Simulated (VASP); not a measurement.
Write the native input for VASP 6.6.1 that does the following.

```yaml
Task: relaxation of cell and atoms
Functional: LDA
Potentials_or_basis: VASP PAW LDA potentials, release 64 (Cu)
Cutoff: 600 eV
k_mesh: 18 × 18 × 18
Occupations: methfessel-paxton, width 0.1 eV
Spin: no spin polarisation
Target_pressure: 7.3 GPa
Further_INCAR_settings: ALGO = Normal; EDIFF = 1e-07; IBRION = 2; EDIFFG = -0.005; NSW = 90; ISIF = 3
Target_pressure: 7.3 GPa
```

The structure of Cu lies in POSCAR:

```
Cu                                      
1.0
    0.0000000000      1.7406414802      1.7406414802
    1.7406414802      0.0000000000      1.7406414802
    1.7406414802      1.7406414802     -0.0000000000
  Cu            
     1
Direct
     1.0000000000000000    0.0000000000000000    1.0000000000000000
```

One way to write it, as run:

INCAR

```
ALGO     = Normal         # electronic algorithm
EDIFF    = 1E-7           # SCF threshold, eV
EDIFFG   = -0.005         # ionic threshold
ENCUT    = 600            # plane-wave cutoff, eV
GGA      = CA             # functional
IBRION   = 2              # ionic algorithm
ISIF     = 3              # what is computed and relaxed
ISMEAR   = 1              # smearing method
LASPH    = T              # aspherical terms in the spheres
LCHARG   = F              # write CHGCAR
LREAL    = F              # projectors in reciprocal space
LWAVE    = F              # write WAVECAR
NELM     = 80             # most SCF steps
NSW      = 90             # ionic steps
PREC     = Accurate       # precision mode
PSTRESS  = 73.0         
SIGMA    = 0.1            # smearing width, eV
```

KPOINTS

```
k-points
0
Gamma
  18 18 18
```

Potentials or basis: VASP PAW LDA potentials, release 64 (Cu).

Run with:

```console
$ cat potpaw_LDA.64/Cu/POTCAR > POTCAR
$ mpirun -np 1 vasp_std > vasp.out
```

It gave:

* Relaxed volume: 10.56 Å³/atom
* Relaxed cell: a = 2.462 Å, b = 2.462 Å, c = 2.462 Å, α = 60.00°, β = 60.00°, γ = 60.00°
* Space group after relaxing (to 0.05 Å): Fm-3m (No. 225)
* Energy change on relaxing (the enthalpy is what falls): -0.3 meV/atom
* Ionic steps: 3
* Pressure after relaxing: 7.3 GPa
* Band gap on the k mesh: none (metal or under the smearing width)

Caveat: the cell is relaxed towards a set pressure, so the enthalpy falls and the energy may rise.

Wall time 14 s on 1 thread of Intel(R) Xeon(R) 6975P-C (Granite Rapids), on a shared host, peak memory 0.14 GiB.
